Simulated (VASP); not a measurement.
# SnO2 (Cassiterite): time-dependent DFT spectra, part 2 of 4

Which functionals bind an exciton in SnO2 (Cassiterite)? The cell is of the rutile type, one of the forms listed for this formula. The start is a cell from a database of measured crystal structures.

VASP 6.6.1, plane waves and PAW; the level of theory is named at each step.

So far. Step 3 (Empty bands, functional LDA): WAVECAR now holds 48 bands for 52 electrons. Its independent-particle dielectric tensor has xx, yy, zz = 4.5, 4.5, 4.7 on this mesh, which isn't tested for convergence in mesh or bands and lacks local fields.

## Step 4: Casida equation on LDA

This step: time-dependent LDA, Casida form; plane waves and PAW (Sn_d, O) (VASP 6.6.1).

The Casida equation, in the Tamm-Dancoff approximation (ANTIRES = 0), couples the pairs by a local exchange-correlation kernel; a semilocal kernel is short-ranged.

INCAR

```
SYSTEM = SnO2
PREC = Accurate
ENCUT = 420
ISMEAR = 0
SIGMA = 0.01
LREAL = .FALSE.
GGA = CA
NBANDS = 48
ALGO = TDHF
NBANDSO = 5
NBANDSV = 4
OMEGAMAX = 25
NEDOS = 1000
CSHIFT = 0.1
PRECFOCK = Fast
LWAVE = .FALSE.
LCHARG = .FALSE.
ANTIRES = 0
LFXC = .TRUE.
LADDER = .FALSE.
```

POSCAR

```
SnO2
1.0
    4.7380000000      0.0000000000      0.0000000000
    0.0000000000      4.7380000000      0.0000000000
    0.0000000000      0.0000000000      3.1865000000
Sn O
2 4
Direct
    0.5000000000      0.5000000000      0.5000000000
    0.0000000000      0.0000000000      0.0000000000
    0.8071000000      0.1929000000      0.5000000000
    0.6929000000      0.6929000000      0.0000000000
    0.1929000000      0.8071000000      0.5000000000
    0.3071000000      0.3071000000      0.0000000000
```

KPOINTS

```
Automatic mesh
0
Gamma
4 4 6
0 0 0
```

PAW data sets: Sn_d and O (PBE family, release 64).

Launch:

```console
$ mpirun -np 8 vasp_std
```

What it wrote:

```text
[banner, memory and clock lines left out]
running    8 mpi-ranks, on    1 nodes
 distrk:  each k-point on    8 cores,    1 groups
 distr:  one band on    1 cores,    8 groups

 POSCAR found type information on POSCAR SnO
 POSCAR found :  2 types and       6 ions
|                                                                             |
|           W    W    AA    RRRRR   N    N  II  N    N   GGGG   !!!           |
|           W    W   A  A   R    R  NN   N  II  NN   N  G    G  !!!           |
|           W    W  A    A  R    R  N N  N  II  N N  N  G       !!!           |
|           W WW W  AAAAAA  RRRRR   N  N N  II  N  N N  G  GGG   !            |
|           WW  WW  A    A  R   R   N   NN  II  N   NN  G    G                |
|           W    W  A    A  R    R  N    N  II  N    N   GGGG   !!!           |
|                                                                             |
|     For optimal performance we recommend to set                             |
|       NCORE = 2 up to number-of-cores-per-socket                            |
|     NCORE specifies how many cores store one orbital (NPAR=cpu/NCORE).      |
|     This setting can greatly improve the performance of VASP for DFT.       |
|     The default, NCORE=1 might be grossly inefficient on modern             |
|     multi-core architectures or massively parallel machines. Do your        |
|     Unfortunately you need to use the default for GW and RPA                |
|     calculations (for HF NCORE is supported but not extensively tested      |
|     yet).                                                                   |
|                                                                             |

|                                                                             |
|               ----> ADVICE to this user running VASP <----                  |
|                                                                             |
|     You enforced a specific xc type in the INCAR file but a different       |
|     [... a line on the potential file left out ...]
|     I HOPE YOU KNOW WHAT YOU ARE DOING!                                     |
|                                                                             |

|                                                                             |
|           W    W    AA    RRRRR   N    N  II  N    N   GGGG   !!!           |
|           W    W   A  A   R    R  NN   N  II  NN   N  G    G  !!!           |
|           W    W  A    A  R    R  N N  N  II  N N  N  G       !!!           |
|           W WW W  AAAAAA  RRRRR   N  N N  II  N  N N  G  GGG   !            |
|           WW  WW  A    A  R   R   N   NN  II  N   NN  G    G                |
|           W    W  A    A  R    R  N    N  II  N    N   GGGG   !!!           |
|                                                                             |
|     The default for ENCUTGWSOFT is different in this version of VASP.       |
|     please manually set ENCUTGWSOFT =280 in the INCAR file.                 |
|                                                                             |

 LDA part: xc-table for (Slater(with rela. corr.)+CA(PZ))
 , standard interpolation
 found WAVECAR, reading the header
 POSCAR, INCAR and KPOINTS ok, starting setup
 FFT: planning ... GRIDC
 FFT: planning ... GRID_SOFT
 FFT: planning ... GRID
 reading WAVECAR
 the WAVECAR file was read successfully
 initial charge from wavefunction
 available memory per node:    128.54 GB, setting MAXMEM to    131623

 The Fermi energy was updated, please check that it is located mid-gap
 values below the HOMO (VB) or above the LUMO (CB) will cause erroneous energies
 E-fermi :   6.3845

 the WAVEDER file was read successfully
 responsefunction array rank=     784
 LDA part: xc-table for (Slater(with rela. corr.)+CA(PZ))
 , standard interpolation

 min. memory requirement per mpi rank     87.6 MB, per node    700.9 MB

 Doing            0  frequencies on each core in blocks of            0
 parallelization over k-points
 Using distributed matrix
 Using distributed eigensolver
 allocating two-electron 4 orbital integral table    5    4    5    4
 BSE setting up matrix
 available memory per node:    128.50 GB, setting MAXMEM to    131584
 Calculate matrix elements of the BSE Hamiltonian:
 Workload is divided into blocks of two-electron 4 orbital integrals computed in
  parallel.
 Each block/integral has dimensions  of (   5,   4,   5,   4) orbitals
 Total number of blocks/integrals:                 4656
 Number of spins:                                     1
 Number of kpoints:                                  96
 Spin channel:                                        1
  Number of blocks of unoccupied bands:               1
  Number of blocks of occupied bands:                 1
 Number of rows/columns of blocks:                   96

                                                        Time (sec)
               Integrals                 Ranks       Real         CPU
  [         1 -        768/      4656]     8         0.47        0.00
  [       769 -       1536/      4656]     8         0.92        0.00
  [      1537 -       2304/      4656]     8         1.34        0.00
  [      2305 -       3072/      4656]     8         1.80        0.00
  [      3073 -       3840/      4656]     8         2.25        0.00
  [      3841 -       4608/      4656]     8         2.68        0.00
  [      4609 -       4656/      4656]     8         2.72        0.00

 BSE redistributing all elements
 BSE diagonalizing matrix PDSYEVX_ZHEEVX_DESC
 BSE calculating oscillator strength
```

It took 4.8 s on 8 MPI ranks of Intel Xeon 6975P-C (Granite Rapids), shared host; peak memory 1.5 GiB; 33 s of CPU time.

Parts of OUTCAR (step 4):

```text
 Found     24 irreducible k-points:

   k-points           NKPTS =     24   k-points in BZ     NKDIM =     96   number of bands    NBANDS=     48

   NELECT =      52.0000    total number of electrons

 E-fermi :   6.3845

[... 8 parts as in an earlier step ...]
```

This step gave:

* lowest excitation: 1.182 eV

The imaginary dielectric function has structure finer than the step of the table below, so its rows give means over 0.5 eV, whole bins alone (the curve runs from 0 to 25 eV). Peaks (eV: height): xx 2.00: 3.55, 5.93: 2.80, 6.56: 2.69, 7.06: 3.38, 8.58: 2.31, 9.21: 3.17, 9.51: 3.22; zz 3.68: 1.51, 4.50: 2.51, 5.26: 2.88, 7.06: 3.41, 8.13: 5.72, 8.33: 5.30, 9.26: 5.18.

From 5 filled and 4 empty bands alone, without any pair above OMEGAMAX = 25 eV, so strength is missing wherever others contribute; lines are broadened by CSHIFT, which also makes the tail under the first line. The imaginary dielectric function by photon energy; means over each step:

```csv
photon energy (eV),xx,zz
0.5,0.0156,0.00370
1.0,0.0455,0.00782
1.5,0.207,0.0130
2.0,1.73,0.0204
2.5,0.248,0.0336
3.0,0.694,0.0703
3.5,1.24,0.603
4.0,1.11,0.518
4.5,1.47,1.40
5.0,0.919,1.16
5.5,1.29,1.70
6.0,2.47,1.38
6.5,2.41,1.83
7.0,2.78,2.70
7.5,1.49,3.42
8.0,1.20,4.93
8.5,1.54,3.87
9.0,2.16,3.07
9.5,2.66,4.17
10.0,1.36,1.44
10.5,0.821,0.397
11.0,0.445,0.394
11.5,0.122,0.183
12.0,0.0610,0.0612
12.5,0.0324,0.0346
13.0,0.0194,0.0250
13.5,0.0146,0.0193
14.0,0.0116,0.0155
14.5,0.00942,0.0127
15.0,0.00786,0.0107
15.5,0.00667,0.00905
16.0,0.00574,0.00777
16.5,0.00495,0.00674
17.0,0.00434,0.00592
17.5,0.00383,0.00522
18.0,0.00340,0.00464
18.5,0.00304,0.00413
19.0,0.00272,0.00371
19.5,0.00246,0.00335
20.0,0.00223,0.00303
20.5,0.00203,0.00275
21.0,0.00185,0.00252
21.5,0.00169,0.00230
22.0,0.00155,0.00212
22.5,0.00144,0.00195
23.0,0.00133,0.00180
23.5,0.00123,0.00166
24.0,0.00114,0.00155
24.5,0.00106,0.00144
```

The lowest excitation lies at 1.182 eV, +4 meV against the direct gap of these orbitals. It is dark; the first state with over 2 % of the strongest strength among the lowest 40 lies at 1.988 eV. No second mesh in this session tests these energies, peaks and heights.

## Step 5: Random-phase approximation on LDA

This step: RPA spectrum on LDA; plane waves and PAW (Sn_d, O) (VASP 6.6.1).

With the exchange-correlation kernel off, only the local fields remain: the random-phase approximation.

Changes to INCAR since step 4:

```diff
@@ -18,3 +18,3 @@
 ANTIRES = 0
-LFXC = .TRUE.
+LFXC = .FALSE.
 LADDER = .FALSE.
```

POSCAR is that of step 4.

KPOINTS is that of step 4.

Launch:

```console
$ mpirun -np 8 vasp_std
```

What it wrote:

```text
[banner, memory and clock lines left out]
 LDA part: xc-table for (Slater(with rela. corr.)+CA(PZ))
 , standard interpolation
 found WAVECAR, reading the header
 POSCAR, INCAR and KPOINTS ok, starting setup
 FFT: planning ... GRIDC
 FFT: planning ... GRID_SOFT
 FFT: planning ... GRID
 reading WAVECAR
 the WAVECAR file was read successfully
 initial charge from wavefunction
 available memory per node:    128.49 GB, setting MAXMEM to    131569

 Doing            0  frequencies on each core in blocks of            0
 parallelization over k-points
 Using distributed matrix
 Using distributed eigensolver
 allocating two-electron 4 orbital integral table    5    4    5    4
 BSE setting up matrix
 available memory per node:    128.43 GB, setting MAXMEM to    131514
 Calculate matrix elements of the BSE Hamiltonian:
 Workload is divided into blocks of two-electron 4 orbital integrals computed in
  parallel.
 Each block/integral has dimensions  of (   5,   4,   5,   4) orbitals
 Total number of blocks/integrals:                 4656
 Number of spins:                                     1
 Number of kpoints:                                  96
 Spin channel:                                        1
  Number of blocks of unoccupied bands:               1
  Number of blocks of occupied bands:                 1
 Number of rows/columns of blocks:                   96

                                                        Time (sec)
               Integrals                 Ranks       Real         CPU
  [         1 -        768/      4656]     8         0.39        0.00
  [       769 -       1536/      4656]     8         0.73        0.00
  [      1537 -       2304/      4656]     8         1.05        0.00
  [      2305 -       3072/      4656]     8         1.38        0.00
  [      3073 -       3840/      4656]     8         1.76        0.00
  [      3841 -       4608/      4656]     8         2.15        0.00
  [      4609 -       4656/      4656]     8         2.18        0.00

[... 8 parts as in an earlier step ...]
```

The job ended after 4 s (8 MPI ranks; peak memory 1.5 GiB).

Parts of OUTCAR (step 5):

```text
   NELECT =      52.0000    total number of electrons

 E-fermi :   6.3845

[... 9 parts as in an earlier step ...]

[... 1 further part left out ...]
```

Numbers from this step:

- lowest excitation: 1.184 eV

The imaginary dielectric function has structure finer than the step of the table below, so its rows give means over 1 eV, whole bins alone (the curve runs from 0 to 25 eV). Peaks (eV: height): xx 2.0: 3.50, 5.9: 2.67, 6.6: 2.68, 7.1: 3.39, 8.6: 2.27, 9.3: 3.15, 9.6: 3.30; yy 2.0: 3.50, 5.9: 2.67, 6.6: 2.68, 7.1: 3.39, 8.6: 2.27, 9.3: 3.15, 9.6: 3.29; zz 3.7: 1.46, 4.5: 2.48, 5.3: 2.79, 7.1: 3.25, 8.1: 5.61, 8.4: 5.46, 9.3: 5.26.

From 5 filled and 4 empty bands alone, without any pair above OMEGAMAX = 25 eV, so strength is missing wherever others contribute; lines are broadened by CSHIFT, which also makes the tail under the first line. Table of imaginary dielectric function by photon energy; means over each step:

```csv
photon energy (eV),xx,yy,zz
1,0.0541,0.0541,0.00775
2,0.998,0.998,0.0206
3,0.785,0.785,0.0931
4,1.11,1.11,0.882
5,0.992,0.992,1.28
6,2.15,2.15,1.46
7,2.47,2.47,2.42
8,1.20,1.19,4.49
9,2.23,2.23,3.60
10,1.74,1.75,1.99
11,0.481,0.482,0.339
12,0.0705,0.0736,0.0957
13,0.0210,0.0217,0.0265
14,0.0121,0.0122,0.0161
15,0.00816,0.00821,0.0110
16,0.00589,0.00594,0.00799
17,0.00447,0.00449,0.00607
18,0.00349,0.00351,0.00473
19,0.00280,0.00280,0.00378
20,0.00228,0.00229,0.00309
21,0.00190,0.00190,0.00257
22,0.00159,0.00159,0.00216
23,0.00136,0.00136,0.00182
24,0.00116,0.00116,0.00157
```

The lowest excitation lies at 1.184 eV, +6 meV against the direct gap of these orbitals. It is dark; the first state with over 2 % of the strongest strength among the lowest 40 lies at 1.990 eV. No second mesh in this session tests these energies, peaks and heights.

## Step 6: Orbitals for ground state at HSE06

This step: LDA; plane waves and PAW (Sn_d, O) (VASP 6.6.1).

A hybrid converges faster from good orbitals, so a cheap LDA run writes WAVECAR first.

INCAR

```
SYSTEM = SnO2
PREC = Accurate
ENCUT = 420
EDIFF = 1E-05
NELM = 100
ISMEAR = 0
SIGMA = 0.01
LREAL = .FALSE.
ALGO = Normal
GGA = CA
NBANDS = 32
LORBIT = 11
LWAVE = .TRUE.
LCHARG = .FALSE.
KPAR = 8
```

POSCAR is that of step 5.

KPOINTS is that of step 5.

Launch:

```console
$ mpirun -np 8 vasp_std
```

What it wrote:

```text
[banner, memory and clock lines left out]
running    8 mpi-ranks, on    1 nodes
 distrk:  each k-point on    1 cores,    8 groups
 distr:  one band on    1 cores,    1 groups

 POSCAR found type information on POSCAR SnO
 POSCAR found :  2 types and       6 ions
 [... a notice as in an earlier step ...]

 [... a notice as in an earlier step ...]

 LDA part: xc-table for (Slater(with rela. corr.)+CA(PZ))
 , standard interpolation
 POSCAR, INCAR and KPOINTS ok, starting setup
 FFT: planning ... GRIDC
 FFT: planning ... GRID_SOFT
 FFT: planning ... GRID
 WAVECAR not read
 entering main loop
       N       E                     dE             d eps       ncg     rms          rms(c)
[... 11 cycles as in an earlier step ...]
DAV:  12    -0.424483579895E+02   -0.17850E-05   -0.10245E-05  1200   0.236E-02
   1 F= -.42448358E+02 E0= -.42448358E+02  d E =-.302620E-31
 writing wavefunctions
```

Elapsed: 2.6 s, on 8 MPI ranks; peak memory 1.2 GiB.

OUTCAR, selected parts (step 6):

```text
   NELECT =      52.0000    total number of electrons

 E-fermi :   5.8760

 k-point     1 :       0.0000    0.0000    0.0000
  band No.  band energies     occupation
    ...
     22       4.5343      2.00000
     23       4.5343      2.00000
     24       4.9901      2.00000
     25       4.9901      2.00000
     26       5.7968      2.00000
     27       6.9736      0.00000
     28      11.7280      0.00000
     29      11.8991      0.00000
     30      11.8991      0.00000
     31      15.9183      0.00000
    ...

  Total       -1.7299075     -1.7299075     -0.8935127      0.0000000      0.0000000      0.0000000
  in kB      -38.7462269    -38.7462269    -20.0127735      0.0000000      0.0000000      0.0000000
  external PRESSURE =     -32.5017424 kB  Pullay stress =       0.0000000 kB

 POSITION                                       TOTAL-FORCE (eV/Angst)
 -----------------------------------------------------------------------------------
      2.36900      2.36900      1.59325         0.000000     -0.000000     -0.000000
      0.00000      0.00000      0.00000         0.000000     -0.000000     -0.000000
      3.82404      0.91396      1.59325        -0.135527      0.135527      0.000000
      3.28296      3.28296      0.00000         0.135527      0.135527      0.000000
      0.91396      3.82404      1.59325         0.135527     -0.135527     -0.000000
      1.45504      1.45504      0.00000        -0.135527     -0.135527     -0.000000
 -----------------------------------------------------------------------------------
    total drift:                                0.000000     -0.000000     -0.000000

  FREE ENERGIE OF THE ION-ELECTRON SYSTEM (eV)
  ---------------------------------------------------
  free  energy   TOTEN  =       -42.4483579895 eV

  energy  without entropy=      -42.4483579895  energy(sigma->0) =      -42.44835799

[... 9 parts as in an earlier step ...]

[... 8 further parts left out ...]
```

Numbers from this step:

```yaml
pressure: -3.250 GPa
gap_on_the_k_mesh: 1.177 eV
least_direct_gap_on_the_k_mesh: 1.177 eV
```

The run ends at a pressure of -3.25 GPa, with forces up to 0.19 eV/Å.

(Part 2 of 4 ends here.)

[Lines on the potential files, build, host, timing and source positions are cut from VASP's logs without a mark.]

[Logs are printed without paths, hosts, clocks, repeated set-up lines and the standing remarks that a program may print on its own settings, such as how far it seeks lower states.]

[Hosts, paths, dates, database ids (printed as entryN), source tags and the programs' standing remarks are cut or masked in the printed files.]

[Pressures printed for these runs are not shown converged in the cutoff: they can be off by several GPa and have the wrong sign.]
